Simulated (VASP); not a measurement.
Input of a VASP 6.6.1 run:

Contents of INCAR:

```
  PREC = Accurate
  ENCUT = 520
  EDIFF = 1E-6
  ISMEAR = -1
  SIGMA = 0.05
  LREAL = False
  LASPH = True
  NELM = 60
  ALGO = Fast
  ISIF = 2
  LWAVE = False
  LCHARG = True
  LDIPOL = True
  IDIPOL = 3
  DIPOL = 0.5 0.5 0.500
  LELF = True
  LVHAR = True
  LVACPOTAV = True
```

KPOINTS

```
Automatic mesh
0
Gamma
  9 9 1
```

The input POSCAR:

```
Zn
1.0
    2.6169740200      0.0000000000      0.0000000000
   -1.3084870100      2.2681701736      0.0000000000
    0.0000000000      0.0000000000     27.1587934876
Zn
6
Direct
    0.3393536486      0.6787072973      0.2761536518
    0.0115275509      0.0230551018      0.3651252919
    0.3508811995      0.7017623991      0.4550417640
    0.6902348482      0.3804696963      0.5449582360
    0.3624087504      0.7248175009      0.6339298761
    0.7017623991      0.4035247981      0.7238463482
```

Potentials or basis: VASP PAW LDA potentials, release 64 (Zn).

Run with:

```bash
$ cat potpaw_LDA.64/Zn/POTCAR > POTCAR
$ mpirun -np 1 vasp_std > vasp.out
```

(1) What does it give for the work function of the upper face?

(2) Estimate the work function of the lower face.

(3) Predict the band gap on the k mesh.

(4) What does it give for the largest force?

## Answers

(1) 4.33 eV.

(2) 4.34 eV.

(3) none (metal or under the smearing width).

(4) 0.060 eV/Å.
